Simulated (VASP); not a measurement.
Computed with PBE GGA, VASP's PBE PAW potentials (set 64) (plane waves; VASP 6.6.1).

Input for VASP

INCAR:
```
ALGO  =  Fast
EDIFF  =  1E-5
EDIFFG  =  -0.03
ENCUT  =  400
GGA  =  PE
IBRION  =  2
ISIF  =  2
ISMEAR  =  0
ISYM  =  0
LASPH  =  .TRUE.
LCHARG  =  .FALSE.
LREAL  =  Auto
LWAVE  =  .TRUE.
NELECT  =  252.0
NELM  =  100
NELMIN  =  4
NSW  =  70
PREC  =  Normal
SIGMA  =  0.05
SYSTEM  =  C31NSi31
```

**KPOINTS**
```
Automatic mesh
0
Gamma
  1 1 1
```

**POSCAR**
```
C31NSi31
1
    8.7583314357     0.0000000000     0.0000000000
    0.0000000000     8.7583314357    -0.0000000000
   -0.0000000000    -0.0000000000     8.7583314357
Si C N
31 31 1
Direct
  0.4951410000   0.0032100000  -0.0007060000
  0.7500130000   0.2450920000  -0.0026560000
  0.7486350000  -0.0049780000   0.2475700000
  0.0000000000   0.0000000000   0.0000000000
  0.2546920000   0.2457930000   0.0002680000
  0.4966150000   0.4998940000  -0.0014630000
  0.7500000000   0.7500000000   0.0000000000
  0.2518050000  -0.0014870000   0.2495310000
  0.7491570000   0.5015410000   0.2502630000
  0.5024010000   0.0002790000   0.5022500000
  0.7478080000   0.2510620000   0.4969620000
  0.7500000000   0.0000000000   0.7500000000
  0.0000000000   0.5000000000   0.0000000000
  0.2500000000   0.7500000000   0.0000000000
  0.0000000000   0.2500000000   0.2500000000
  0.2543080000   0.4974380000   0.2497220000
  0.5000000000   0.7500000000   0.2500000000
  0.0000000000   0.0000000000   0.5000000000
  0.2449030000   0.2504750000   0.5012360000
  0.4969090000   0.5018250000   0.4957850000
  0.7500000000   0.7500000000   0.5000000000
  0.2500000000   0.0000000000   0.7500000000
  0.5000000000   0.2500000000   0.7500000000
  0.7500000000   0.5000000000   0.7500000000
  0.0000000000   0.7500000000   0.2500000000
  0.0000000000   0.5000000000   0.5000000000
  0.2500000000   0.7500000000   0.5000000000
  0.0000000000   0.2500000000   0.7500000000
  0.2500000000   0.5000000000   0.7500000000
  0.5000000000   0.7500000000   0.7500000000
  0.0000000000   0.7500000000   0.7500000000
  0.6275630000   0.1304820000   0.1254410000
  0.8750000000   0.3750000000   0.1250000000
  0.8750000000   0.1250000000   0.3750000000
  0.1250000000   0.1250000000   0.1250000000
  0.3778720000   0.3769380000   0.1246300000
  0.6250000000   0.6250000000   0.1250000000
  0.8750000000   0.8750000000   0.1250000000
  0.3775150000   0.1240020000   0.3796610000
  0.8750000000   0.6250000000   0.3750000000
  0.6250000000   0.1250000000   0.6250000000
  0.8750000000   0.3750000000   0.6250000000
  0.8750000000   0.1250000000   0.8750000000
  0.1250000000   0.6250000000   0.1250000000
  0.3750000000   0.8750000000   0.1250000000
  0.1250000000   0.3750000000   0.3750000000
  0.3750000000   0.6250000000   0.3750000000
  0.6250000000   0.8750000000   0.3750000000
  0.1250000000   0.1250000000   0.6250000000
  0.3750000000   0.3750000000   0.6250000000
  0.6250000000   0.6250000000   0.6250000000
  0.8750000000   0.8750000000   0.6250000000
  0.3750000000   0.1250000000   0.8750000000
  0.6250000000   0.3750000000   0.8750000000
  0.8750000000   0.6250000000   0.8750000000
  0.1250000000   0.8750000000   0.3750000000
  0.1250000000   0.6250000000   0.6250000000
  0.3750000000   0.8750000000   0.6250000000
  0.1250000000   0.3750000000   0.8750000000
  0.3750000000   0.6250000000   0.8750000000
  0.6250000000   0.8750000000   0.8750000000
  0.1250000000   0.8750000000   0.8750000000
  0.6213350000   0.3777650000   0.3741100000
```

POTCAR, in this order: Si C N (PBE.64 set). Program: vasp_gam.

Output

### OUTCAR
```
 ion  position               nearest neighbor table
   1  0.495  0.003  0.999-  53 1.85  45 1.89  61 1.93  32 1.95   5 2.99   8 3.06  22 3.06  23 3.07
                             2 3.08  14 3.09   3 3.11  30 3.11  17 3.12  12 3.12   7 3.15
   2  0.750  0.245  0.997-  32 1.85  43 1.86  54 1.91  33 1.93  12 3.05   4 3.07   1 3.08  28 3.08
                            23 3.08   3 3.10  24 3.11  15 3.11  13 3.13   6 3.15
   3  0.749  0.995  0.248-  38 1.87  48 1.88  32 1.92  34 1.94   7 3.05  17 3.06  25 3.07  21 3.08
                             4 3.09   2 3.10  10 3.10   1 3.11  18 3.12  11 3.13  15 3.14
   4  0.000  0.000  0.000-  35 1.90  38 1.90  43 1.90  62 1.90   2 3.07   3 3.09  22 3.10  25 3.10
                            28 3.10  31 3.10   7 3.10  12 3.10  14 3.10  15 3.10   5 3.10   8 3.10
   5  0.255  0.246  0.000-  53 1.85  35 1.90  36 1.92  59 1.94   1 2.99  23 3.07  22 3.07   6 3.07
                             8 3.08   4 3.10  16 3.10  15 3.12  29 3.12  28 3.13
   6  0.497  0.500  0.999-  36 1.86  60 1.87  54 1.91  37 1.92  16 3.06  29 3.07   5 3.07  14 3.08
                            23 3.09  30 3.09  17 3.11  24 3.11   7 3.12   9 3.12   2 3.15
   7  0.750  0.750  0.000-  37 1.90  38 1.90  55 1.90  61 1.90   3 3.05   9 3.09  24 3.10  25 3.10
                            30 3.10  31 3.10   4 3.10  12 3.10  13 3.10  17 3.10   6 3.12   1 3.15
   8  0.252  0.999  0.250-  45 1.88  56 1.90  35 1.91  39 1.93   1 3.06   5 3.08  17 3.08  14 3.08
                            27 3.09  25 3.10   4 3.10  18 3.11  15 3.12  10 3.12  19 3.12
   9  0.749  0.502  0.250-  37 1.89  40 1.89  63 1.90  33 1.91  11 3.08  17 3.08  20 3.08  21 3.09
                             7 3.09  25 3.09  26 3.10  13 3.10  15 3.11   6 3.12
  10  0.502  0.000  0.502-  41 1.87  39 1.88  48 1.90  58 1.90  12 3.07  11 3.07  23 3.08  21 3.08
                            30 3.08  22 3.10   3 3.10  17 3.11  27 3.11   8 3.12  19 3.14
  11  0.748  0.251  0.497-  34 1.90  63 1.90  41 1.91  42 1.92  10 3.07   9 3.08  15 3.09  23 3.10
                            26 3.10  20 3.11  24 3.11  18 3.12  12 3.12  28 3.13   3 3.13
  12  0.750  0.000  0.750-  41 1.90  43 1.90  52 1.90  61 1.90   2 3.05  10 3.07  23 3.10  28 3.10
                            30 3.10  31 3.10   7 3.10   4 3.10  18 3.10  21 3.10  11 3.12   1 3.12
...
```

File OSZICAR:
```
...
RMM:   4    -0.475414021692E+03    0.57905E-03   -0.18291E-02   321   0.288E-01    0.248E-01
RMM:   5    -0.475413825078E+03    0.19661E-03   -0.43806E-03   329   0.148E-01    0.129E-01
RMM:   6    -0.475413877908E+03   -0.52830E-04   -0.11086E-03   332   0.762E-02    0.512E-02
RMM:   7    -0.475413892719E+03   -0.14811E-04   -0.20841E-04   328   0.326E-02    0.199E-02
RMM:   8    -0.475413894286E+03   -0.15666E-05   -0.54095E-05   265   0.164E-02
   3 F= -.47541389E+03 E0= -.47541389E+03  d E =-.105184E+01
       N       E                     dE             d eps       ncg     rms          rms(c)
DAV:   1    -0.475717445604E+03   -0.30355E+00   -0.79082E+01   344   0.218E+01    0.210E+00
RMM:   2    -0.475760303664E+03   -0.42858E-01   -0.11546E+00   316   0.255E+00    0.101E+00
RMM:   3    -0.475748615083E+03    0.11689E-01   -0.18172E-01   316   0.989E-01    0.528E-01
RMM:   4    -0.475750267929E+03   -0.16528E-02   -0.58298E-02   321   0.473E-01    0.319E-01
RMM:   5    -0.475750054237E+03    0.21369E-03   -0.10915E-02   337   0.217E-01    0.172E-01
RMM:   6    -0.475750102239E+03   -0.48002E-04   -0.37049E-03   322   0.121E-01    0.631E-02
RMM:   7    -0.475750025535E+03    0.76704E-04   -0.64699E-04   324   0.572E-02    0.320E-02
RMM:   8    -0.475750037667E+03   -0.12133E-04   -0.25174E-04   319   0.310E-02    0.223E-02
RMM:   9    -0.475750037371E+03    0.29631E-06   -0.47619E-05   234   0.143E-02
   4 F= -.47575004E+03 E0= -.47575004E+03  d E =-.336143E+00
       N       E                     dE             d eps       ncg     rms          rms(c)
DAV:   1    -0.475753234848E+03   -0.31972E-02   -0.99494E-01   384   0.246E+00    0.237E-01
RMM:   2    -0.475753712090E+03   -0.47724E-03   -0.13902E-02   316   0.280E-01    0.113E-01
RMM:   3    -0.475753605759E+03    0.10633E-03   -0.25428E-03   318   0.113E-01    0.647E-02
RMM:   4    -0.475753624300E+03   -0.18541E-04   -0.69428E-04   322   0.522E-02    0.429E-02
RMM:   5    -0.475753622568E+03    0.17316E-05   -0.12566E-04   322   0.249E-02    0.241E-02
RMM:   6    -0.475753625417E+03   -0.28486E-05   -0.41396E-05   230   0.138E-02
   5 F= -.47575363E+03 E0= -.47575363E+03  d E =-.339731E+00
       N       E                     dE             d eps       ncg     rms          rms(c)
DAV:   1    -0.475884366177E+03   -0.13074E+00   -0.40605E+01   324   0.157E+01    0.154E+00
RMM:   2    -0.475913006114E+03   -0.28640E-01   -0.61422E-01   316   0.191E+00    0.747E-01
RMM:   3    -0.475911087293E+03    0.19188E-02   -0.10206E-01   317   0.753E-01    0.368E-01
RMM:   4    -0.475912499275E+03   -0.14120E-02   -0.27692E-02   329   0.351E-01    0.213E-01
RMM:   5    -0.475912480155E+03    0.19121E-04   -0.50783E-03   337   0.155E-01    0.117E-01
RMM:   6    -0.475912509074E+03   -0.28919E-04   -0.10789E-03   326   0.747E-02    0.455E-02
RMM:   7    -0.475912537439E+03   -0.28365E-04   -0.25146E-04   342   0.367E-02    0.159E-02
RMM:   8    -0.475912539565E+03   -0.21255E-05   -0.58118E-05   263   0.176E-02
   6 F= -.47591254E+03 E0= -.47591254E+03  d E =-.158914E+00
       N       E                     dE             d eps       ncg     rms          rms(c)
DAV:   1    -0.475912854312E+03   -0.31687E-03   -0.11199E-01   384   0.822E-01    0.841E-02
RMM:   2    -0.475912939748E+03   -0.85436E-04   -0.17238E-03   316   0.101E-01    0.401E-02
RMM:   3    -0.475912937476E+03    0.22719E-05   -0.29705E-04   318   0.405E-02    0.216E-02
RMM:   4    -0.475912941847E+03   -0.43706E-05   -0.75047E-05   294   0.186E-02
   7 F= -.47591294E+03 E0= -.47591294E+03  d E =-.159316E+00
       N       E                     dE             d eps       ncg     rms          rms(c)
DAV:   1    -0.475959222357E+03   -0.46285E-01   -0.11291E+01   324   0.864E+00    0.875E-01
RMM:   2    -0.475963909715E+03   -0.46874E-02   -0.17056E-01   316   0.104E+00    0.406E-01
RMM:   3    -0.475962939198E+03    0.97052E-03   -0.31111E-02   316   0.423E-01    0.199E-01
RMM:   4    -0.475963345695E+03   -0.40650E-03   -0.75224E-03   329   0.186E-01    0.137E-01
RMM:   5    -0.475963265738E+03    0.79957E-04   -0.14402E-03   328   0.876E-02    0.624E-02
RMM:   6    -0.475963289085E+03   -0.23347E-04   -0.41029E-04   327   0.464E-02    0.163E-02
RMM:   7    -0.475963294149E+03   -0.50637E-05   -0.82618E-05   294   0.207E-02
   8 F= -.47596329E+03 E0= -.47596329E+03  d E =-.503523E-01
       N       E                     dE             d eps       ncg     rms          rms(c)
DAV:   1    -0.475963512130E+03   -0.22305E-03   -0.58353E-02   384   0.620E-01    0.640E-02
RMM:   2    -0.475963545418E+03   -0.33287E-04   -0.92742E-04   316   0.767E-02    0.296E-02
RMM:   3    -0.475963544101E+03    0.13165E-05   -0.17215E-04   317   0.313E-02    0.156E-02
RMM:   4    -0.475963546460E+03   -0.23589E-05   -0.39103E-05   224   0.138E-02
   9 F= -.47596355E+03 E0= -.47596355E+03  d E =-.506046E-01
       N       E                     dE             d eps       ncg     rms          rms(c)
DAV:   1    -0.475975391694E+03   -0.11848E-01   -0.27963E+00   324   0.438E+00    0.473E-01
RMM:   2    -0.475977913667E+03   -0.25220E-02   -0.55426E-02   316   0.598E-01    0.233E-01
RMM:   3    -0.475977665919E+03    0.24775E-03   -0.91425E-03   318   0.229E-01    0.145E-01
RMM:   4    -0.475977548849E+03    0.11707E-03   -0.24336E-03   326   0.104E-01    0.834E-02
RMM:   5    -0.475977531437E+03    0.17412E-04   -0.60763E-04   326   0.542E-02    0.335E-02
RMM:   6    -0.475977541959E+03   -0.10522E-04   -0.13084E-04   333   0.260E-02    0.142E-02
RMM:   7    -0.475977543986E+03   -0.20277E-05   -0.24381E-05   205   0.115E-02
  10 F= -.47597754E+03 E0= -.47597754E+03  d E =-.139975E-01
       N       E                     dE             d eps       ncg     rms          rms(c)
DAV:   1    -0.475977581911E+03   -0.39952E-04   -0.85731E-03   384   0.243E-01    0.268E-02
RMM:   2    -0.475977589287E+03   -0.73769E-05   -0.17402E-04   316   0.334E-02    0.131E-02
RMM:   3    -0.475977588033E+03    0.12543E-05   -0.26765E-05   210   0.126E-02    0.834E-03
RMM:   4    -0.475977587326E+03    0.70699E-06   -0.58841E-06   186   0.528E-03
  11 F= -.47597759E+03 E0= -.47597759E+03  d E =-.140409E-01
       N       E                     dE             d eps       ncg     rms          rms(c)
DAV:   1    -0.475980157243E+03   -0.25692E-02   -0.70636E-01   324   0.223E+00    0.220E-01
RMM:   2    -0.475980138133E+03    0.19111E-04   -0.99389E-03   316   0.250E-01    0.975E-02
RMM:   3    -0.475979961056E+03    0.17708E-03   -0.20947E-03   316   0.104E-01    0.400E-02
RMM:   4    -0.475979993573E+03   -0.32517E-04   -0.45233E-04   326   0.453E-02    0.285E-02
RMM:   5    -0.475979992115E+03    0.14577E-05   -0.85616E-05   304   0.207E-02
  12 F= -.47597999E+03 E0= -.47597999E+03  d E =-.240479E-02
       N       E                     dE             d eps       ncg     rms          rms(c)
DAV:   1    -0.475980068358E+03   -0.74785E-04   -0.15944E-02   376   0.337E-01    0.310E-02
RMM:   2    -0.475980070283E+03   -0.19248E-05   -0.19840E-04   316   0.356E-02    0.137E-02
RMM:   3    -0.475980066274E+03    0.40089E-05   -0.36954E-05   231   0.142E-02    0.551E-03
RMM:   4    -0.475980066514E+03   -0.24016E-06   -0.62488E-06   185   0.565E-03
  13 F= -.47598007E+03 E0= -.47598007E+03  d E =-.247919E-02
       N       E                     dE             d eps       ncg     rms          rms(c)
DAV:   1    -0.475980689691E+03   -0.62342E-03   -0.10974E-01   330   0.866E-01    0.885E-02
RMM:   2    -0.475980799957E+03   -0.11027E-03   -0.20373E-03   316   0.112E-01    0.427E-02
RMM:   3    -0.475980794150E+03    0.58068E-05   -0.35541E-04   318   0.444E-02    0.226E-02
RMM:   4    -0.475980797322E+03   -0.31721E-05   -0.87850E-05   317   0.204E-02
  14 F= -.47598080E+03 E0= -.47598080E+03  d E =-.730808E-03
```

File OUTCAR:
```
------------------------ aborting loop because EDIFF is reached ----------------------------------------
  FORCE on cell =-STRESS in cart. coord.  units (eV):
  Direction    XX          YY          ZZ          XY          YZ          ZX
  --------------------------------------------------------------------------------------
  Total      -14.8882229    -14.8882389    -14.8620531      5.5965494      5.5454398      5.5515892
  in kB      -35.5049837    -35.5050219    -35.4425748     13.3464817     13.2245970     13.2392620
  external PRESSURE =     -35.4841935 kB  Pullay stress =       0.0000000 kB
  volume of cell :      671.84
      direct lattice vectors                 reciprocal lattice vectors
     8.758331436  0.000000000  0.000000000     0.114176999  0.000000000  0.000000000
     0.000000000  8.758331436  0.000000000     0.000000000  0.114176999  0.000000000
     0.000000000  0.000000000  8.758331436     0.000000000  0.000000000  0.114176999
  FREE ENERGIE OF THE ION-ELECTRON SYSTEM (eV)
  ---------------------------------------------------
  free  energy   TOTEN  =      -475.9807973223 eV

  energy  without entropy=     -475.9807973223  energy(sigma->0) =     -475.98079732

 reached required accuracy - stopping structural energy minimisation
```
(Selected blocks of OUTCAR.)

File CONTCAR:
```
C31NSi31
   1.00000000000000
     8.7583314357000006    0.0000000000000000    0.0000000000000000
     0.0000000000000000    8.7583314357000006    0.0000000000000000
     0.0000000000000000    0.0000000000000000    8.7583314357000006
  Si              C               N
    31    31     1
Direct
     0.4964558667115656    0.9983203403801685    0.9981044018645669
     0.7493491854239737    0.2538031730314170    0.0004555984800433
     0.7493017097457340    0.0006352612037063    0.2535687956155924
     0.9993731269543602    0.9994840864458596    0.9994166963680873
     0.2482727936183245    0.2465654004612848    0.9981133061226362
     0.5038224947261066    0.4993902616798648    0.0004527288101112
     0.7497306461246205    0.7490445436949761    0.0006720183412647
     0.2481563744514787    0.9982058964510031    0.2465384818941154
     0.7488964182806788    0.4990039287895501    0.2557914412497752
     0.5037633971016700    0.0004644229133585    0.4994416232465532
     0.7488978507453442    0.2559271319094263    0.4988111538927082
     0.7496996047232630    0.0008721663220981    0.7488809743410679
     0.9989508462629044    0.4997426977112579    0.0007178975358542
     0.2494437941770352    0.7493219695510140    0.9994261250866310
     0.9996355620393284    0.2500422077330350    0.2498994251276852
     0.2506616142537358    0.4993608915496252    0.2536193318805181
     0.5000192070249800    0.7496901258956273    0.2498825846672805
     0.9988077505437292    0.0008412637232551    0.4995914644323262
     0.2504668651410362    0.2537240286905131    0.4994757468066957
     0.5058030112204468    0.4989975433652169    0.4988647363474562
     0.7509670871645345    0.7501315788829623    0.5008709152771087
     0.2493534824400040    0.9993938519875045    0.7492309036196246
     0.5000092382809108    0.2500733557578832    0.7494761251018299
     0.7509934955971882    0.5010391384320951    0.7499158747408049
     0.9992088678660268    0.7492025345571025    0.2513042785525449
     0.0001330220788315    0.5009333588576187    0.5008179296912829
     0.2507487201561976    0.7489186364189606    0.4995970054815361
     0.9991698076211789    0.2515236833181446    0.7491848780410949
     0.2507907166185050    0.4997501399271603    0.7488974047183065
     0.5014660000434278    0.7492411907231229    0.7491804426850958
     0.0000811094577573    0.7501169156393235    0.7499533061300843
     0.6385975752077488    0.1087372207565351    0.1084916451548738
     0.8727185060370151    0.3754979169884359    0.1279324240282088
     0.8726800844483783    0.1280920924329224    0.3752851004692717
     0.1238412946865956    0.1242915144548198    0.1241847163434749
     0.3588226578948476    0.3886416840485359    0.1084933766379743
     0.6254788286220765    0.6228400245055682    0.1278742013698651
     0.8749115955241524    0.8744024390809159    0.1239642403504999
     0.3584049407480265    0.1084070403325615    0.3890074706876991
     0.8757337935663430    0.6257501086701597    0.3759643060096854
     0.6254369737181742    0.1280485435995583    0.6226627381145620
     0.8757556064254223    0.3760828342982400    0.6256225940822405
     0.8749031196948872    0.1241246493145766    0.8743308678216348
     0.1243962834815636    0.6248334989536805    0.1240315729579593
     0.3741984688231216    0.8738985674240106    0.1242046634256737
     0.1246045525278102    0.3754055670472665    0.3753416779119769
     0.3780163165081997    0.6228088497880083    0.3752933388702311
     0.6254652372005481    0.8745850265951308    0.3753132596438277
     0.1241825667140969    0.1240363201187848    0.6248944120287914
     0.3779566931418909    0.3754711382531358    0.6227026986897858
     0.6260744523930296    0.6258312760062317    0.6256475758084137
     0.8750062394601450    0.8756927307055176    0.6249944328168455
     0.3741919224736228    0.1242643239987955    0.8736100605111378
     0.6255151918192712    0.3754905766911558    0.8743732137596583
     0.8750671901796461    0.6251094909470079    0.8755444650893053
     0.1235700145440355    0.8736667093911357    0.3754857280394407
     0.1256244118195120    0.6250507296712382    0.6249571310351461
     0.3739930278157532    0.8742659988852722    0.6248806649031436
     0.1236779368288721    0.3755720736091158    0.8736400475988230
     0.3740950869896571    0.6249164248955894    0.8743253072026558
     0.6255211720943957    0.8737800726039094    0.8736380475546915
     0.1245801383539034    0.8745960253336387    0.8745739418520102
     0.6412204536623768    0.3913778045944074    0.3911844830802031
```

At this cut-off the stress carries a Pulay error, which pulls relaxed volumes low. The cell is charged, with a uniform compensating background. The supercell is sampled at Γ alone, which is coarse: total energies, pressure and levels can be off, energies of defects by several tenths of an eV.

The cell is a supercell with a defect, built from SiC (zinc blende): N_C-vac_Si, charge +1. The run is not spin-polarised, so no state with unpaired spins was tried.
